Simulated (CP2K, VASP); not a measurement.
The input files of a VASP run:

**POSCAR**
```
Y2C(NO)2
1.0
  3.6693980000   0.0000000000   0.0000000000
 -1.8346990000   3.1777920000   0.0000000000
  0.0000000000   0.0000000000   8.1035090000
Y C N O
2 1 2 2
direct
  0.3363520000   0.6659480000   0.6840450000
  0.6868170000   0.3510480000   0.3137070000
  0.0013880000   0.0061320000  -0.0050260000
 -0.0411150000  -0.0324230000   0.1593940000
 -0.0023530000  -0.0141240000   0.8415050000
  0.3397660000   0.6782380000   0.3982580000
  0.6791440000   0.3451810000   0.6081160000
```

INCAR:
```
SYSTEM  =  Y2C(NO)2
PREC  =  Accurate; ENCUT  =  400; LREAL  =  .FALSE.
LASPH  =  .TRUE.
EDIFF  =  1E-6; NELM  =  100; ALGO  =  Normal
LMAXMIX  =  4
ISMEAR  =  0; SIGMA  =  0.01
GGA  =  PS
ISIF  =  2
LWAVE  =  .FALSE.; LCHARG  =  .FALSE.
```

File KPOINTS:
```
Regular mesh
0
gamma
7 7 3
0 0 0
```

POTCAR, in this order: Y_sv C N O (PBE.64 set). Program: vasp_std.

Q: Write an input for CP2K that does the same calculation.

A: One input that does it (PBEsol, GPW, DZVP-MOLOPT-SR-GTH basis, GTH-PBE potentials (GTH_POTENTIALS)):
```
&GLOBAL
  PROJECT y2c(no)2
  RUN_TYPE ENERGY_FORCE
  PRINT_LEVEL MEDIUM
&END GLOBAL
&FORCE_EVAL
  METHOD Quickstep
  STRESS_TENSOR ANALYTICAL
  &DFT
    BASIS_SET_FILE_NAME BASIS_MOLOPT
    POTENTIAL_FILE_NAME GTH_POTENTIALS
    &QS
      METHOD GPW
      EPS_DEFAULT 1E-10
    &END QS
    &MGRID
      CUTOFF 500
      REL_CUTOFF 50
      NGRIDS 5
    &END MGRID
    &SCF
      SCF_GUESS ATOMIC
      EPS_SCF 1E-7
      MAX_SCF 100
      ADDED_MOS 9
      &DIAGONALIZATION
        ALGORITHM STANDARD
      &END DIAGONALIZATION
      &MIXING
        METHOD BROYDEN_MIXING
        ALPHA 0.4
        NBUFFER 10
        BETA 1
      &END MIXING
    &END SCF
    &KPOINTS
      SCHEME MONKHORST-PACK 7 7 3
    &END KPOINTS
    &XC
      &XC_FUNCTIONAL
        &PBE
          PARAMETRIZATION PBESOL
        &END PBE
      &END XC_FUNCTIONAL
    &END XC
    &PRINT
      &MO
        EIGENVALUES T
        OCCUPATION_NUMBERS T
        NDIGITS 8
        FILENAME mo
        &EACH
          QS_SCF 0
        &END EACH
        ADD_LAST NUMERIC
      &END MO
      &MULLIKEN ON
      &END MULLIKEN
    &END PRINT
  &END DFT
  &SUBSYS
    &CELL
      A 3.66939800 0.00000000 0.00000000
      B -1.83469900 3.17779200 0.00000000
      C 0.00000000 0.00000000 8.10350900
      PERIODIC XYZ
    &END CELL
    &COORD
      SCALED
      Y        0.33635200     0.66594800     0.68404500
      Y        0.68681700     0.35104800     0.31370700
      C        0.00138800     0.00613200    -0.00502600
      N       -0.04111500    -0.03242300     0.15939400
      N       -0.00235300    -0.01412400     0.84150500
      O        0.33976600     0.67823800     0.39825800
      O        0.67914400     0.34518100     0.60811600
    &END COORD
    &KIND Y
      BASIS_SET DZVP-MOLOPT-SR-GTH-q11
      POTENTIAL GTH-PBE-q11
    &END KIND
    &KIND C
      BASIS_SET DZVP-MOLOPT-SR-GTH-q4
      POTENTIAL GTH-PBE-q4
    &END KIND
    &KIND N
      BASIS_SET DZVP-MOLOPT-SR-GTH-q5
      POTENTIAL GTH-PBE-q5
    &END KIND
    &KIND O
      BASIS_SET DZVP-MOLOPT-SR-GTH-q6
      POTENTIAL GTH-PBE-q6
    &END KIND
  &END SUBSYS
  &PRINT
    &FORCES ON
    &END FORCES
    &STRESS_TENSOR ON
    &END STRESS_TENSOR
  &END PRINT
&END FORCE_EVAL
```
Both are inputs of real runs that ended normally. What can't carry over is the choice of potentials or basis and its cut-off, and each code's defaults.

Fixed occupations appear in VASP as a very narrow Gaussian smearing.

The structure comes from a computed database's Y2CN2O2 entry; how it stands against other phases isn't given here. The cell was not relaxed at this level, atoms are displaced from their ideal sites, and it may have been scaled.
